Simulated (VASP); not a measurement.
```
CELL_PARAMETERS angstrom
      0.00000     2.16500     2.16500
      2.16500     0.00000     2.16500
      2.16500     2.16500     0.00000
ATOMIC_POSITIONS crystal
  Ti 0.00000 0.00000 0.00000
  C  0.50000 0.50000 0.50000
```

Method: PBE GGA, VASP's PBE PAW potentials (set 64) (plane waves; VASP 6.6.1). Settings: 520 eV cut-off, 13×13×13 Γ-centred mesh, tetrahedra with Blöchl corrections, potentials Ti_sv C.

Task: Predict the energy per atom (σ→0), band gap (on the k-mesh) with the smallest direct gap where there is one.

Result: 
* **band gap (on the k-mesh)**: none (metal, semimetal or under 0.01 eV)
* **energy per atom (σ→0)**: -9.355 eV/atom

The compound is TiC in the rock salt structure. The cell was not relaxed at this level. The run is one of a series of settings (ISMEAR = -5, SIGMA removed against the base run), some of them coarse on purpose.
